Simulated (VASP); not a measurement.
A convergence study with VASP on MoP (space group P-6m2): one setting is varied, all else stays as given below, so the limit is that of these other settings.

```
CELL_PARAMETERS angstrom
      3.23476     0.00000     0.00000
     -1.61738     2.80138     0.00000
      0.00000     0.00000     3.18228
ATOMIC_POSITIONS crystal
  Mo 0.00000 0.00000 0.00000
  P  0.33333 0.66667 0.50000
```

Level of theory: PBE GGA, VASP's PBE PAW potentials (set 64) (plane waves; VASP). The tightest run used: 550 eV cut-off, 23×23×20 Γ-centred mesh, tetrahedra with Blöchl corrections, potentials Mo_sv P.

```tsv
setting	E (eV/atom)	pressure (GPa)	irreducible k-points
3×3×3 mesh	-8.6805	5.57	6
4×4×3 mesh	-8.8143	2.64	8
5×5×4 mesh	-8.8362	1.97	15
```

**Question.** These are the cheaper rows. Estimate the results at 23×23×20 mesh, and how far the last row shown lies from them.

**Answer.** 
```csv
quantity,tightest run,last row shown is off by
E (eV/atom),-8.8340,-0.0022
pressure (GPa),1.91,0.06
```

Left out are rungs that failed or repeat a setting and relaxations that didn't move; long series are thinned to 24 rows.

The structure comes from a computed database's MoP entry (P-6m2); how it stands against other phases isn't given here. The cell was not relaxed at this level. The electron count is odd and the run is not spin-polarised, which forces a metal.
